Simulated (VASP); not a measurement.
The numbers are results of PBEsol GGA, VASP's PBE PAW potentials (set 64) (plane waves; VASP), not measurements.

Input for VASP

INCAR:
```
PREC  =  Accurate
SIGMA  =  0.05   # width (eV)
ISIF  =  2   # forces and stress, cell fixed
LREAL  =  .FALSE.   # projection in real space or not
ENCUT  =  300
EDIFF  =  1E-6
LMAXMIX  =  4   # l cut-off of mixed one-centre charges
GGA  =  PS
ISMEAR  =  0   # Gaussian
LWAVE  =  .FALSE.
SYSTEM  =  Sr(AsRu)2
NELM  =  100   # most electronic steps
LCHARG  =  .FALSE.
ALGO  =  Normal   # blocked Davidson
LASPH  =  .TRUE.   # aspherical one-centre terms
```

**KPOINTS**
```
Automatic mesh
0
Gamma
6 6 6
0 0 0
```

**POSCAR**
```
Sr(AsRu)2
1
   -2.0874050000     2.0874050000     5.7004800000
    2.0874050000    -2.0874050000     5.7004800000
    2.0874050000     2.0874050000    -5.7004800000
Sr As Ru
1 2 2
Direct
  0.0000000000   0.0000000000   0.0000000000
  0.6432200000   0.6432200000   0.0000000000
  0.3567800000   0.3567800000   0.0000000000
  0.2500000000   0.7500000000   0.5000000000
  0.7500000000   0.2500000000   0.5000000000
```

POTCAR, in this order: Sr_sv As Ru_pv (PBE.64 set). Program: vasp_std.

At this cut-off the stress carries a Pulay error, which pulls relaxed volumes low.

Question: Predict the energy per atom (σ→0), pressure, largest force, band gap (on the k-mesh).

Answer: 
The energy per atom (σ→0) is -7.141 eV/atom and the band gap (on the k-mesh) comes out as none (metal, semimetal or under 0.01 eV). The pressure comes out as -2.44 GPa and the largest force is 0.101 eV/Å.

File OSZICAR:
```
...
DAV:   8    -0.357070158959E+02    0.13275E+00   -0.57303E-01  1876   0.523E+00    0.145E+00
DAV:   9    -0.357082811747E+02   -0.12653E-02   -0.52837E-02  2420   0.105E+00    0.480E-01
DAV:  10    -0.357070752076E+02    0.12060E-02   -0.11765E-02  1884   0.716E-01    0.102E-01
DAV:  11    -0.357070549964E+02    0.20211E-04   -0.77171E-04  1884   0.172E-01    0.394E-02
DAV:  12    -0.357070599970E+02   -0.50006E-05   -0.74354E-05  2240   0.499E-02    0.182E-02
DAV:  13    -0.357070583266E+02    0.16703E-05   -0.64965E-06  1868   0.139E-02    0.715E-03
DAV:  14    -0.357070580969E+02    0.22972E-06   -0.41627E-06  1564   0.985E-03
   1 F= -.35707058E+02 E0= -.35705772E+02  d E =-.257174E-02
```

The structure comes from a computed database's Ru2SrAs2 entry (I4/mmm); how it stands against other phases isn't given here. The cell was not relaxed at this level. The k-mesh is coarse (spacing up to 0.35 per Å, 2π included), so the numbers may not be converged in it. The run is one of a series of settings (GGA = PS, POTCAR Sr_sv As Ru_pv (PBE.64 set) against the base run), some of them coarse on purpose.
